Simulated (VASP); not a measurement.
Level of theory: optB88-vdW, VASP's PBE PAW potentials (set 64) (plane waves; VASP).

Input for VASP

POSCAR:
```
CdSe
1.0
  0.0000000000   3.0916964268   3.0916964268
  3.0916964268   0.0000000000   3.0916964268
  3.0916964268   3.0916964268   0.0000000000
Cd Se
1 1
Cartesian
  0.0000000000   0.0000000000   0.0000000000
  1.5458482134   1.5458482134   1.5458482134
```

### KPOINTS
```
k-points along high-symmetry lines
15
Line-mode
Reciprocal
  0.000000   0.000000   0.000000 ! GAMMA
 -0.500000  -0.500000   0.000000 ! X

 -0.500000  -0.500000   0.000000 ! X
 -0.375000  -0.375000   0.250000 ! U

 -0.375000  -0.000000   0.375000 ! K
  0.000000   0.000000   0.000000 ! GAMMA

  0.000000   0.000000   0.000000 ! GAMMA
 -0.000000  -0.000000   0.500000 ! L

 -0.000000  -0.000000   0.500000 ! L
 -0.500000  -0.250000   0.250000 ! W

 -0.500000  -0.250000   0.250000 ! W
 -0.500000  -0.500000   0.000000 ! X
```

**INCAR**
```
! general
SYSTEM   = CdSe
PREC     = Accurate
ENCUT    = 520
LREAL    = F
LASPH    = T
ICHARG   = 11

! electronic loop
EDIFF    = 1E-7
NELM     = 100
ALGO     = Normal
LMAXMIX  = 4

! smearing
ISMEAR   = 0
SIGMA    = 0.05

! functional
GGA      = BO
LUSE_VDW = T
AGGAC    = 0.0
PARAM1   = 0.1833333333
PARAM2   = 0.22

! output
LWAVE    = F
LCHARG   = F
LORBIT   = 11
```

POTCAR, in this order: Cd Se (PBE.64 set). Program: vasp_std. Read from the step before: CHGCAR.

The run wrote:

**OSZICAR**
```
       N       E                     dE             d eps       ncg     rms          rms(c)
DAV:   1     0.113551991072E+03    0.11355E+03   -0.90463E+03  2380   0.123E+03
DAV:   2     0.483138758671E+01   -0.10872E+03   -0.10436E+03  2775   0.292E+02
DAV:   3     0.303722461341E+00   -0.45277E+01   -0.44866E+01  2705   0.609E+01
DAV:   4     0.280064888695E+00   -0.23658E-01   -0.23655E-01  2625   0.446E+00
DAV:   5     0.279903382873E+00   -0.16151E-03   -0.16150E-03  2705   0.331E-01
DAV:   6     0.279901459299E+00   -0.19236E-05   -0.19236E-05  2705   0.331E-02
DAV:   7     0.279901428237E+00   -0.31062E-07   -0.31054E-07  2735   0.367E-03
   1 F= 0.27990143E+00 E0= 0.27990143E+00  d E =-.675759E-08
```

File OUTCAR:
```
 val. band max:        0.4085659141   @ k =   0.0000   0.0000   0.0000

 cond. band min:       0.7708429811   @ k =   0.0000   0.0000   0.0000



 k-point     1 :       0.0000    0.0000    0.0000
  band No.  band energies     occupation
      1     -11.9627      2.00000
      2      -7.4224      2.00000
      3      -7.4224      2.00000
      4      -7.4224      2.00000
      5      -7.1072      2.00000
      6      -7.1072      2.00000
      7       0.4086      2.00000
      8       0.4086      2.00000
      9       0.4086      2.00000
     10       0.7708      0.00000
     11       6.3061      0.00000
     12       6.3061      0.00000
     13       6.3061      0.00000

 k-point     2 :      -0.0357   -0.0357    0.0000
  band No.  band energies     occupation
      1     -11.9573      2.00000
      2      -7.4200      2.00000
      3      -7.4200      2.00000
      4      -7.4193      2.00000
      5      -7.1081      2.00000
      6      -7.1066      2.00000
      7       0.1241      2.00000
      8       0.3810      2.00000
      9       0.3810      2.00000
     10       1.0662      0.00000
     11       6.2314      0.00000
     12       6.3461      0.00000
     13       6.3461      0.00000

 k-point     3 :      -0.0714   -0.0714    0.0000
  band No.  band energies     occupation
      1     -11.9414      2.00000
      2      -7.4127      2.00000
      3      -7.4127      2.00000
      4      -7.4096      2.00000
      5      -7.1106      2.00000
      6      -7.1047      2.00000
      7      -0.2745      2.00000
      8       0.3012      2.00000
      9       0.3012      2.00000
     10       1.4959      0.00000
     11       6.0325      0.00000
     12       6.4634      0.00000
     13       6.4634      0.00000

 k-point     4 :      -0.1071   -0.1071    0.0000
  band No.  band energies     occupation
      1     -11.9156      2.00000
      2      -7.4009      2.00000
      3      -7.4009      2.00000
      4      -7.3932      2.00000
...
```

The density is held fixed in this step, so its total energy and stress have no physical meaning.

The compound is CdSe in the zinc blende structure, whereas wurtzite is the usual form. It was relaxed first, which changed the volume by +7 %.
